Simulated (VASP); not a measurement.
An input for Quantum ESPRESSO's pw.x (written as the equivalent of a VASP run, and not itself run):

```
&CONTROL
  calculation = 'vc-relax'
  pseudo_dir = './pseudo'
  outdir = './out'
  tprnfor = .true.
  tstress = .true.
  nstep = 30
  forc_conv_thr = 0.00039
/
&SYSTEM
  ibrav = 0
  nat = 6
  ntyp = 3
  ecutwfc = 96
  occupations = 'smearing'
  smearing = 'gaussian'
  degauss = 0.003675
  input_dft = 'pz'
  nspin = 2
  starting_magnetization(1) = 0.44
  starting_magnetization(2) = -0.44
/
&ELECTRONS
  conv_thr = 7.3e-09
  electron_maxstep = 100
/
&IONS
/
&CELL
  cell_dofree = 'shape'
/
ATOMIC_SPECIES
  Mn1 54.938 Mn.upf
  Mn2 54.938 Mn.upf
  F 18.998 F.upf
CELL_PARAMETERS angstrom
     4.6609408    0.0000000    0.0000000
     0.0000000    4.6609408    0.0000000
     0.0000000    0.0000000    3.1593487
ATOMIC_POSITIONS crystal
  Mn1  0.0000000  0.0000000  1.0000000
  Mn2  0.5000000  0.5000000  0.5000000
  F    0.3022480  0.3022480  0.0000000
  F    0.8022480  0.1977520  0.5000000
  F    0.1977520  0.8022480  0.5000000
  F    0.6977520  0.6977520  1.0000000
K_POINTS automatic
  5 5 7 0 0 0
```

### Question
Write the VASP files for the same calculation (LDA).

### Answer
This is not unique; one that fits is 
### INCAR
```
SYSTEM=MnF2
PREC=Accurate; ENCUT=520; LREAL=.FALSE.
LASPH=.TRUE.
EDIFF=1E-7; NELM=100; ALGO=Normal
LMAXMIX=4
ISMEAR=0; SIGMA=0.05
MAGMOM=4.4 -4.4 -0.0 0.0 0.0 -0.0
ISPIN=2
IBRION=2; NSW=30; ISIF=4
EDIFFG=-0.01
LWAVE=.FALSE.; LCHARG=.FALSE.; LORBIT=10
```

File POSCAR:
```
MnF2
1.0
  4.6609407846   0.0000000000   0.0000000000
  0.0000000000   4.6609407846   0.0000000000
  0.0000000000   0.0000000000   3.1593487432
Mn F
2 4
Direct
  0.0000000000   0.0000000000   1.0000000000
  0.5000000000   0.5000000000   0.5000000000
  0.3022480159   0.3022480159   0.0000000000
  0.8022480159   0.1977519841   0.5000000000
  0.1977519841   0.8022480159   0.5000000000
  0.6977519841   0.6977519841   1.0000000000
```

File KPOINTS:
```
Regular mesh
0
gamma
 5 5 7
0 0 0
```

POTCAR, in this order: Mn_pv F (LDA.64 set). Program: vasp_std.

The two are equivalent in intent, not identical: the potentials are each code's own (VASP's PAW set, PseudoDojo norm-conserving files in pw.x), so ENCUT and ecutwfc are chosen apart and not converted; conv_thr bounds pw.x's estimated SCF error, while EDIFF bounds the energy change between steps; starting_magnetization is a fraction of the valence charge and MAGMOM a moment in μB, so they match only roughly; forc_conv_thr acts on force components and is met together with etot_conv_thr.

The compound is MnF2 in the rutile structure. This cell is one point of a volume scan, at 0.94 of the reference volume. Symmetry was kept, so distortions that lower it aren't found.
